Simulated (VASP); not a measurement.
# AlN: GW quasiparticle gap

How does the gap of AlN change from the starting functional to GW? The cell is of the zinc-blende type, one of the forms listed for this formula. The start is a computed cell from the Materials Project.

Program: VASP 6.6.1. Level of theory: PBE; plane waves and PAW (Al_GW, N_GW), in the first sound run; inputs show where later runs differ. Results are calculated unless marked as measured.

## 1. Starting point

It takes space group F-43m (No. 216, cubic). Conventional cell: a = 4.368 Å, b = 4.368 Å, c = 4.368 Å, α = 90.00°, β = 90.00°, γ = 90.00°. Nearest to Al lie 4 N at 1.89 Å. Nearest to N lie 4 Al at 1.89 Å. Farther neighbours and most contacts between anions are not listed.

Structure file:

```xyz
2
Lattice="0.0000 2.1840 2.1840 2.1840 0.0000 2.1840 2.1840 2.1840 0.0000" Properties=species:S:1:pos:R:3 pbc="T T T"
Al    0.0000    0.0000    0.0000
N     1.0920    1.0920    1.0920
```

## 2. Ground state

The orbitals come from a self-consistent PBE run with a tight EDIFF and a narrow smearing. KPOINTS_OPT adds the bands along a path, which shows whether the mesh holds the band edges.

The input, INCAR:

```
SYSTEM = AlN
PREC = Accurate
ENCUT = 450
EDIFF = 1E-08
NELM = 100
ISMEAR = 0
SIGMA = 0.01
LREAL = .FALSE.
ALGO = Normal
GGA = PE
NBANDS = 10
LORBIT = 11
LWAVE = .TRUE.
LCHARG = .FALSE.
KPAR = 4
```

The input, POSCAR:

```
AlN
1.0
    0.0000000000      2.1839935596      2.1839935596
    2.1839935596      0.0000000000      2.1839935596
    2.1839935596      2.1839935596      0.0000000000
Al N
1 1
Direct
    0.0000000000      0.0000000000      0.0000000000
    0.2500000000      0.2500000000      0.2500000000
```

The input, KPOINTS:

```
Automatic mesh
0
Gamma
6 6 6
0 0 0
```

The input, KPOINTS_OPT:

```
Line mode
12
Line-mode
Reciprocal
  0.00000000   0.00000000   0.00000000 GAMMA
  0.50000000   0.00000000   0.50000000 X

  0.50000000   0.00000000   0.50000000 X
  0.50000000   0.25000000   0.75000000 W

  0.50000000   0.25000000   0.75000000 W
  0.37500000   0.37500000   0.75000000 K

  0.37500000   0.37500000   0.75000000 K
  0.00000000   0.00000000   0.00000000 GAMMA

  0.00000000   0.00000000   0.00000000 GAMMA
  0.50000000   0.50000000   0.50000000 L

  0.50000000   0.50000000   0.50000000 L
  0.62500000   0.25000000   0.62500000 U

  0.62500000   0.25000000   0.62500000 U
  0.50000000   0.25000000   0.75000000 W

  0.50000000   0.25000000   0.75000000 W
  0.50000000   0.50000000   0.50000000 L

  0.50000000   0.50000000   0.50000000 L
  0.37500000   0.37500000   0.75000000 K

  0.62500000   0.25000000   0.62500000 U
  0.50000000   0.00000000   0.50000000 X
```

PAW data sets: Al_GW and N_GW (PBE family, release 64).

Command:

```console
> mpirun -np 4 vasp_std
```

The program printed:

```text
[banner, memory and clock lines left out]
running    4 mpi-ranks, on    1 nodes
 distrk:  each k-point on    1 cores,    4 groups
 distr:  one band on    1 cores,    1 groups

 POSCAR found type information on POSCAR AlN
 POSCAR found :  2 types and       2 ions
 LDA part: xc-table for (Slater+PW92), standard interpolation
 POSCAR, INCAR and KPOINTS ok, starting setup
 FFT: planning ... GRIDC
 FFT: planning ... GRID_SOFT
 FFT: planning ... GRID
 WAVECAR not read
 entering main loop
       N       E                     dE             d eps       ncg     rms          rms(c)
DAV:   1     0.158873640167E+02    0.15887E+02   -0.44172E+03   320   0.664E+02
DAV:   2    -0.162641899288E+02   -0.32152E+02   -0.30702E+02   406   0.168E+02
DAV:   3    -0.172175139601E+02   -0.95332E+00   -0.95168E+00   386   0.254E+01
DAV:   4    -0.172229043273E+02   -0.53904E-02   -0.53884E-02   400   0.250E+00
DAV:   5    -0.172229880270E+02   -0.83700E-04   -0.83698E-04   400   0.273E-01    0.855E+00
DAV:   6    -0.148865229797E+02    0.23365E+01   -0.12222E+01   434   0.249E+01    0.220E+00
DAV:   7    -0.148678711259E+02    0.18652E-01   -0.82980E-02   372   0.261E+00    0.141E+00
DAV:   8    -0.148612283434E+02    0.66428E-02   -0.26040E-02   350   0.276E+00    0.184E-01
DAV:   9    -0.148609964668E+02    0.23188E-03   -0.14954E-03   482   0.343E-01    0.652E-02
DAV:  10    -0.148611260883E+02   -0.12962E-03   -0.14502E-04   344   0.902E-02    0.136E-02
DAV:  11    -0.148611249217E+02    0.11666E-05   -0.39962E-06   428   0.213E-02    0.288E-03
DAV:  12    -0.148611251081E+02   -0.18639E-06   -0.36211E-07   360   0.498E-03    0.322E-04
DAV:  13    -0.148611251083E+02   -0.21231E-09   -0.16553E-08   322   0.880E-04
   1 F= -.14861125E+02 E0= -.14861125E+02  d E =-.651690E-19
 Start KPOINTS_OPT (optional k-point list driver)
k-point batch [1-16\120]
       N       E                     dE             ncg
DAV:   1     0.508309209812E+03   -0.29567E+04      336
DAV:   2     0.408411958148E+02   -0.46747E+03      474
DAV:   3     0.280243797189E+02   -0.12817E+02      392
DAV:   4     0.279418203545E+02   -0.82559E-01      400
DAV:   5     0.279404186929E+02   -0.14017E-02      430
DAV:   6     0.279403962595E+02   -0.22433E-04      416
DAV:   7     0.279403956495E+02   -0.61003E-06      456
DAV:   8     0.279403956328E+02   -0.16720E-07      388
DAV:   9     0.279403956319E+02   -0.89529E-09      278
[...]
k-point batch [113-120\120]
       N       E                     dE             ncg
DAV:   1     0.292856616299E+04   -0.29020E+04      168
DAV:   2     0.274961209608E+04   -0.17895E+03      226
DAV:   3     0.274587874812E+04   -0.37333E+01      190
DAV:   4     0.274585559418E+04   -0.23154E-01      230
DAV:   5     0.274585534195E+04   -0.25223E-03      200
DAV:   6     0.274585533556E+04   -0.63952E-05      246
DAV:   7     0.274585533555E+04   -0.76020E-08      200
 writing wavefunctions
```

Elapsed: 2.8 s, on 4 MPI ranks of Intel Xeon 6975P-C (Granite Rapids), shared host; peak memory 0.5 GiB; 7.4 s of CPU time.

Lines that name or quote the potential files are left out of all logs, and their timing lines are given in words.

From OUTCAR (step 2):

```text
ion  position               nearest neighbor table
   1  0.000  0.000  0.000-   2 1.89   2 1.89   2 1.89   2 1.89
   2  0.250  0.250  0.250-   1 1.89   1 1.89   1 1.89   1 1.89

  LATTYP: Found a face centered cubic cell.
 ALAT       =     4.3679871192

 Subroutine GETGRP returns: Found 24 space group operations
 (whereof 24 operations were pure point group operations)

The static configuration has the point symmetry T_d .

 Found     16 irreducible k-points:

   k-points           NKPTS =     16   k-points in BZ     NKDIM =     16   number of bands    NBANDS=     10

   dimension x,y,z NGX =    24 NGY =   24 NGZ =   24
   dimension x,y,z NGXF=    48 NGYF=   48 NGZF=   48

   ENCUT  =  450.0 eV  33.07 Ry    5.75 a.u.   5.34  5.34  5.34*2*pi/ulx,y,z

   NELECT =       8.0000    total number of electrons

 k-points in reciprocal lattice and weights: Automatic mesh
   0.00000000  0.00000000  0.00000000       0.005
   0.16666667  0.00000000  0.00000000       0.037
   0.33333333  0.00000000  0.00000000       0.037
   0.50000000  0.00000000  0.00000000       0.019
   0.16666667  0.16666667  0.00000000       0.028
   0.33333333  0.16666667  0.00000000       0.111
   0.50000000  0.16666667  0.00000000       0.111
  -0.33333333  0.16666667  0.00000000       0.111
  -0.16666667  0.16666667  0.00000000       0.056
[...]
-0.33333333  0.33333333  0.16666667       0.111
  -0.33333333  0.50000000  0.16666667       0.056

 average (electrostatic) potential at core
       1 -49.9845       2 -60.0239

 E-fermi :   5.0114

 k-point     1 :       0.0000    0.0000    0.0000
  band No.  band energies     occupation
      1     -10.0369      2.00000
      2       4.9525      2.00000
      3       4.9525      2.00000
      4       4.9525      2.00000
      5       9.1393      0.00000
      6      17.5014      0.00000
      7      17.5014      0.00000
      8      17.5014      0.00000
      9      22.6311      0.00000
    ...

 k-point     2 :       0.1667    0.0000    0.0000
  band No.  band energies     occupation
      1      -9.6398      2.00000
      2       3.0964      2.00000
      3       4.8201      2.00000
      4       4.8201      2.00000
      5      10.5619      0.00000
      6      16.5923      0.00000
      7      17.6686      0.00000
      8      17.6686      0.00000
      9      20.8298      0.00000
    ...

 k-point     3 :       0.3333    0.0000    0.0000
  band No.  band energies     occupation
      1      -8.6541      2.00000
      2       0.3998      2.00000
      3       4.5800      2.00000
      4       4.5800      2.00000
      5      11.9551      0.00000
      6      15.3477      0.00000
      7      16.6777      0.00000
      8      16.6777      0.00000
      9      22.2846      0.00000
    ...

  Total        0.3169182      0.3169182      0.3169182      0.0000000      0.0000000      0.0000000
  in kB       24.3710199     24.3710199     24.3710199      0.0000000      0.0000000      0.0000000
  external PRESSURE =      24.3710199 kB  Pullay stress =       0.0000000 kB

  energy-cutoff  :      450.00
  volume of cell :       20.83
      direct lattice vectors                 reciprocal lattice vectors
     0.000000000  2.183993560  2.183993560    -0.228938404  0.228938404  0.228938404
     2.183993560  0.000000000  2.183993560     0.228938404 -0.228938404  0.228938404
     2.183993560  2.183993560  0.000000000     0.228938404  0.228938404 -0.228938404

 POSITION                                       TOTAL-FORCE (eV/Angst)
 -----------------------------------------------------------------------------------
      0.00000      0.00000      0.00000        -0.000000     -0.000000     -0.000000
      1.09200      1.09200      1.09200         0.000000      0.000000      0.000000
 -----------------------------------------------------------------------------------
    total drift:                               -0.000000     -0.000000     -0.000000

  FREE ENERGIE OF THE ION-ELECTRON SYSTEM (eV)
  ---------------------------------------------------
  free  energy   TOTEN  =       -14.8611251083 eV

  energy  without entropy=      -14.8611251083  energy(sigma->0) =      -14.86112511

 total charge
# of ion       s       p       d       tot
------------------------------------------
    1        0.437   0.559   0.216   1.213
    2        1.193   2.570   0.000   3.763
--------------------------------------------------
tot          1.630   3.129   0.216   4.976

[... 3 further parts left out ...]
```

This step gave:

| Item | Value |
| --- | --- |
| free energy (TOTEN) | -14.86 eV |
| Fermi energy | 5.011 eV |
| pressure | 2.437 GPa |
| least gap on mesh and path | 3.314 eV |
| least direct gap on mesh and path | 4.187 eV |

The highest empty bands on the path are converged less tightly, to about 0.1 eV. Electronic bands along the path, in eV, zero at the valence-band top; v1 is the highest filled band, c1 the lowest empty one:

```csv
point,v3,v2,v1,c1,c2
Γ,0.00,0.00,0.00,4.19,12.55
0.45 of the way,-2.58,-0.85,-0.85,6.10,10.50
X,-4.91,-1.78,-1.78,3.31,8.61
0.45 of the way,-4.63,-2.31,-2.23,4.38,9.49
W,-3.78,-3.44,-2.70,6.04,11.42
0.45 of the way,-4.08,-3.50,-2.07,5.70,10.58
K,-4.26,-3.64,-1.37,5.16,10.10
0.45 of the way,-3.83,-1.76,-0.28,7.63,9.84
Γ,0.00,0.00,0.00,4.19,12.55
0.55 of the way,-3.64,-0.29,-0.29,6.63,10.79
L,-5.86,-0.48,-0.48,7.37,9.86
0.45 of the way,-5.41,-1.77,-0.78,7.41,8.95
U,-4.26,-3.64,-1.37,5.16,10.10
0.45 of the way,-4.13,-3.54,-1.89,5.57,10.43
W,-3.78,-3.44,-2.70,6.04,11.42
0.55 of the way,-5.27,-2.01,-1.00,7.31,9.03
L,-5.86,-0.48,-0.48,7.37,9.86
0.55 of the way,-5.22,-2.20,-0.89,6.95,9.34
K,-4.26,-3.64,-1.37,5.16,10.10
jump to U,-4.26,-3.64,-1.37,5.16,10.10
0.55 of the way,-4.77,-2.37,-1.69,3.85,9.06
X,-4.91,-1.78,-1.78,3.31,8.61
```

Of the projections kept (Al, N), the largest for each band there; the rest of the weight can lie on other orbitals:

```csv
point,v3,v2,v1,c1,c2
Γ,N 0.85,N 0.85,N 0.85,N 0.71,Al 1.00
X,N 0.58,N 0.75,N 0.75,Al 0.82,Al 1.00
W,N 0.57,N 0.72,N 0.68,N 0.61,N 0.65
K,N 0.58,N 0.66,N 0.77,Al 0.64,Al 0.57
Γ,N 0.85,N 0.85,N 0.85,N 0.71,Al 1.00
L,N 0.55,N 0.82,N 0.82,Al 0.65,N 0.82
```

The electronic bands as a text plot (rows in eV, shown from -5.9 to 8.6 only):

```
    8.3 |
    7.7 |                  +++            +++         ++ ++
    7.1 |                     +        +++           +  +  +
    6.5 |                 +           +      +      +
    5.9 |   ++       +++       +     +        +  +++        +
    5.3 |  +  +     +   ++      +   +          ++            +
    4.7 |++                      + +                          +
    4.1 |      ++  +              +                            +
    3.5 |        ++                                             +
    2.9 |
    2.3 |
    1.7 |
    1.1 |
    0.5 |
   -0.1 |***                 ***********
   -0.7 | * *             ***  **  *    ******       *******
   -1.3 |  * ***        **    *     *         **    * *   * ***
   -1.9 |   *   ****   *     * *     *      *   *  * *     *   **
   -2.6 |           ***    **                *   ** *          *
   -3.2 |    *       **   *   *               *  ***        * *
   -3.8 |     *      *****   *        *        ****          *
   -4.4 |      **   *  ******          *      ***  *         **
   -5.0 |        ***                         *      *      **  **
   -5.6 |                               *****        ******
         Γ       X    W  K        Γ      L     U  W     L   K|U X
```

The cell has a gap of 3.31 eV on mesh and path and a pressure of +2.4 GPa, which holds the misfit of the given cell and coordinates with this functional, and any error of cutoff, mesh and data sets.

## 3. Empty bands

ALGO = Exact makes the empty bands from the converged ground state in one step. LOPTICS writes the k-derivatives of the orbitals (WAVEDER), which give the long-wavelength limit of the screening.

The input, INCAR:

```
SYSTEM = AlN
PREC = Accurate
ENCUT = 450
ISMEAR = 0
SIGMA = 0.01
LREAL = .FALSE.
GGA = PE
NBANDS = 116
ALGO = Exact
NELM = 1
LWAVE = .TRUE.
LCHARG = .FALSE.
LOPTICS = .TRUE.
NEDOS = 1000
CSHIFT = 0.1
```

POSCAR is that of step 2.

KPOINTS is that of step 2.

Command:

```console
> mpirun -np 4 vasp_std
```

The program printed:

```text
[banner, memory and clock lines left out]
running    4 mpi-ranks, on    1 nodes
 distrk:  each k-point on    4 cores,    1 groups
 distr:  one band on    1 cores,    4 groups

 POSCAR found type information on POSCAR AlN
 POSCAR found :  2 types and       2 ions
 LDA part: xc-table for (Slater+PW92), standard interpolation
 found WAVECAR, reading the header
  number of bands has changed, file:    10 present:   116
  trying to continue reading WAVECAR, but it might fail
 POSCAR, INCAR and KPOINTS ok, starting setup
 FFT: planning ... GRIDC
 FFT: planning ... GRID_SOFT
 FFT: planning ... GRID
 reading WAVECAR
 random initialization beyond band           10
 the WAVECAR file was read successfully
 initial charge from wavefunction
 entering main loop
       N       E                     dE             d eps       ncg     rms          rms(c)
DIA:   1    -0.148611251130E+02   -0.14861E+02    0.00000E+00     0   0.000E+00
   1 F= -.14861125E+02 E0= -.14861125E+02  d E =-.872424E-38
 writing wavefunctions
 optical routines
 imaginary and real dielectric function
 recalculating local potential from charge density
 direction            1
 direction            2
 direction            3
```

Wall time 2.4 s (4 MPI ranks); peak memory 0.49 GiB; 5.7 s of CPU time.

OUTCAR, selected parts (step 3):

```text
The static configuration has the point symmetry T_d .

 Found     16 irreducible k-points:

   k-points           NKPTS =     16   k-points in BZ     NKDIM =     16   number of bands    NBANDS=    116

   NELECT =       8.0000    total number of electrons

 E-fermi :   5.0409

 k-point     2 :       0.1667    0.0000    0.0000
  band No.  band energies     occupation
      1      -9.6397      2.00000
      2       3.0965      2.00000
      3       4.8201      2.00000
      4       4.8201      2.00000
      5      10.5619      0.00000
      6      16.5923      0.00000
      7      17.6686      0.00000
      8      17.6686      0.00000
      9      20.8298      0.00000
    ...

 k-point     3 :       0.3333    0.0000    0.0000
  band No.  band energies     occupation
      1      -8.6540      2.00000
      2       0.3998      2.00000
      3       4.5801      2.00000
      4       4.5801      2.00000
      5      11.9551      0.00000
      6      15.3477      0.00000
      7      16.6777      0.00000
      8      16.6777      0.00000
      9      22.2806      0.00000
    ...

  Total        0.3167902      0.3167902      0.3167902     -0.0000000      0.0000000     -0.0000000
  in kB       24.3611742     24.3611742     24.3611742     -0.0000000      0.0000000     -0.0000000
  external PRESSURE =      24.3611742 kB  Pullay stress =       0.0000000 kB

  FREE ENERGIE OF THE ION-ELECTRON SYSTEM (eV)
  ---------------------------------------------------
  free  energy   TOTEN  =       -14.8611251130 eV

  energy  without entropy=      -14.8611251130  energy(sigma->0) =      -14.86112511

 plasma frequency squared (from intraband transitions) (eV^2)
  --------------------------------------------------------------------------------------
       0.000       0.000       0.000
       0.000       0.000       0.000
       0.000       0.000       0.000

[... 12 parts as in an earlier step ...]

[... 1 further part left out ...]
```

The gap is read on the k-mesh alone, so it is an upper bound where the band edges lie off the mesh.

A gap read on the k-mesh alone can miss the band edges.

Numbers from this step:

| Quantity | Value |
| --- | --- |
| gap on the k-mesh | 3.315 eV |
| least direct gap on the k-mesh | 4.187 eV |

WAVECAR now holds 116 bands for 8 electrons. Its independent-particle dielectric tensor has xx, yy, zz = 4.8, 4.8, 4.8 on this mesh, which isn't tested for convergence in mesh or bands and lacks local fields.

(Continued in part 2 of 3.)

[Lines on the potential files, build, host, timing and source positions are cut from VASP's logs without a mark.]

[Logs are printed without paths, hosts, clocks, repeated set-up lines and the standing remarks that a program may print on its own settings, such as how far it seeks lower states.]

[Hosts, paths, dates, database ids (printed as entryN), source tags and the programs' standing remarks are cut or masked in the printed files.]

[Pressures printed for these runs are not shown converged in the cutoff: they can be off by several GPa and have the wrong sign.]
